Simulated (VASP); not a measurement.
Level of theory: PBE GGA, VASP's PBE PAW potentials (set 64) (plane waves; VASP 6.6.1).

A VASP calculation is set up with these files.

### INCAR
```
ALGO = Normal
EDIFF = 1E-6
EDIFFG = -0.02
ENCUT = 500
GGA = PE
IBRION = 2
ISIF = 3
ISMEAR = 0
LASPH = T
LCHARG = F
LMAXMIX = 4
LREAL = F
LWAVE = F
NELM = 100
NSW = 40
PREC = Accurate
PSTRESS = 450
SIGMA = 0.05
SYSTEM = PbSe
```

File KPOINTS:
```
Automatic mesh
0
Gamma
 8 8 8
0 0 0
```

**POSCAR**
```
PbSe
1
    0.0000000000     2.7942048072     2.7942048072
    2.7942048072     0.0000000000     2.7942048072
    2.7942048072     2.7942048072     0.0000000000
Pb Se
1 1
Direct
  0.0000000000   0.0000000000   0.0000000000
  0.5000000000   0.5000000000   0.5000000000
```

POTCAR, in this order: Pb_d Se (PBE.64 set). Program: vasp_std.

Energy and stress use the plane-wave basis of the starting cell.

Question: Predict the energy per atom (σ→0), volume per atom.

Answer: 
```
Item                           Result
---------------------  --------------
energy per atom (σ→0)  -3.126 eV/atom
volume per atom         20.10 Å³/atom
```

### OSZICAR
```
...
       N       E                     dE             d eps       ncg     rms          rms(c)
DAV:   1    -0.625164210427E+01    0.17884E-01   -0.14589E-02  1028   0.266E+00    0.123E-01
DAV:   2    -0.625124693696E+01    0.39517E-03   -0.81154E-04   998   0.704E-01    0.447E-02
DAV:   3    -0.625117791680E+01    0.69020E-04   -0.28722E-04  1022   0.378E-01    0.595E-03
DAV:   4    -0.625118003951E+01   -0.21227E-05   -0.86170E-06   866   0.373E-02    0.263E-03
DAV:   5    -0.625118124250E+01   -0.12030E-05   -0.54245E-07   460   0.134E-02    0.125E-03
DAV:   6    -0.625118162655E+01   -0.38405E-06   -0.28766E-07   424   0.690E-03
   5 F= 0.50414900E+01 E0= 0.50414900E+01  d E =-.169622E+00
```

The compound is PbSe in the rock salt structure. This run relaxes it under an external pressure of 45 GPa. Symmetry was kept, so distortions that lower it aren't found.
